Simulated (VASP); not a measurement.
Here is a VASP 6.6.1 calculation.

The input INCAR:

```
SYSTEM = GaN
PREC = Accurate
ENCUT = 520
EDIFF = 1E-7
ISMEAR = 0
SIGMA = 0.02
LREAL = .FALSE.
LASPH = .TRUE.
NELM = 80
ALGO = Normal
ISIF = 3
LWAVE = .FALSE.
LCHARG = .FALSE.
GGA = CA
IBRION = 2
NSW = 80
EDIFFG = -0.002
```

KPOINTS

```
regular mesh
0
G
  12 12 12
  0 0 0
```

POSCAR

```
GaN
1.0
    0.0000000000      2.2535006100      2.2535006100
    2.2535006100      0.0000000000      2.2535006100
    2.2535006100      2.2535006100      0.0000000000
Ga N
1 1
Direct
    0.0000000000      0.0000000000      0.0000000000
    0.7500000000      0.7500000000      0.7500000000
```

Potentials or basis: VASP PAW LDA potentials, release 64 (Ga_d, N).

The run is started by

```console
$ cat potpaw_LDA.64/Ga_d/POTCAR potpaw_LDA.64/N/POTCAR > POTCAR
$ mpirun -np 1 vasp_std > vasp.out
```

**Question.** Estimate the space group after relaxing (to 0.05 Å).

**Answer.** F-43m (No. 216).

**Question.** Predict the relaxed volume.

**Answer.** 11.12 Å³/atom.

**Question.** Predict the band gap on the k mesh.

**Answer.** 1.94 eV, direct.

**Question.** Estimate the relaxed cell.

**Answer.** a = 3.156 Å, b = 3.156 Å, c = 3.156 Å, α = 60.00°, β = 60.00°, γ = 60.00°.

The path:
```
step  energy change (eV)  largest force (eV/Å)  pressure (GPa)  volume (Å³)
   1              0.0000                0.0000           -5.52        22.89
   2              0.0001                0.0000            6.08        21.61
   3             -0.0115                0.0000           -0.03        22.24
```

As with any semilocal functional, this LDA gap is likely too small.
